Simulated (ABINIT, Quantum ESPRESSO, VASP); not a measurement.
PbSe (Fm-3m, 2 atoms in the cell) computed with different codes at matched settings

Self-consistent single point.

```
CELL_PARAMETERS angstrom
      0.00000     3.06000     3.06000
      3.06000     0.00000     3.06000
      3.06000     3.06000     0.00000
ATOMIC_POSITIONS crystal
  Pb 0.00000 0.00000 0.00000
  Se 0.50000 0.50000 0.50000
```

Shared settings, as Quantum ESPRESSO writes them: occupations = smearing; smearing = fd; degauss = 0.000734986 Ry; noncolin = true; lspinorb = true; K_POINTS = automatic 6 6 6 0 0 0. Potentials and cutoffs stand in the table.

```csv
code,model,pressure (GPa),gap on the mesh (eV),cutoff
ABINIT,"PBE, spin-orbit coupling, norm-conserving pseudopotentials (PseudoDojo nc-fr-04 PBE standard)",1.87,0.195,43 Ha
VASP,"PBE, spin-orbit coupling, VASP's PBE PAW potentials (set 64)",–,0.092,300 eV
Quantum ESPRESSO,"PBE, spin-orbit coupling, PseudoDojo fully relativistic norm-conserving (PBE) pseudopotentials",1.88,0.195,90 Ry
```

A dash marks a value that a program does not give, or that is left out as unsure.

Gaps are read on the mesh.

The spread over the programs that give each value: pressure within 0.01 GPa; gap on the mesh within 0.103 eV.

VASP's run is marked for a possible Pulay error in its stress at this cutoff; no cutoff test was made.

The starting cell has typed, rounded lattice constants, without a prior relaxation at this level.

Left out of this page: Ansatz and SIESTA (not drawn, or without a comparable value); Elk (with a known weakness of the program); FLEUR (failed or unconverged).
